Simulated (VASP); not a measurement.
Energy against volume of Nb (bcc). These are PBE GGA with D4 dispersion, VASP's PBE PAW potentials (set 64) (plane waves; VASP) values and carry that method's errors. Settings: 520 eV cut-off, 16×16×16 Γ-centred mesh, first-order Methfessel-Paxton smearing of 0.10 eV, potentials Nb_sv.

```json
[
 {"V (Å³/atom)": "17.274", "E (eV/atom)": "-10.54429"},
 {"V (Å³/atom)": "17.809", "E (eV/atom)": "-10.55228"},
 {"V (Å³/atom)": "18.343", "E (eV/atom)": "-10.54300"},
 {"V (Å³/atom)": "18.877", "E (eV/atom)": "-10.51872"}
]
```

Question: Fit these four points and predict the energy of the run at 16.740 Å³/atom.

Answer: A cubic in V^(−2/3), the third-order Birch-Murnaghan form, passes through the four points with V0 = 17.78 Å³/atom and B0 = 173 GPa, and gives -10.5165 eV/atom there. The run gave -10.5156 eV/atom, +0.9 meV/atom from the fit; all five points give B0 = 176 GPa.

The compound is Nb in the bcc structure. It was relaxed first.
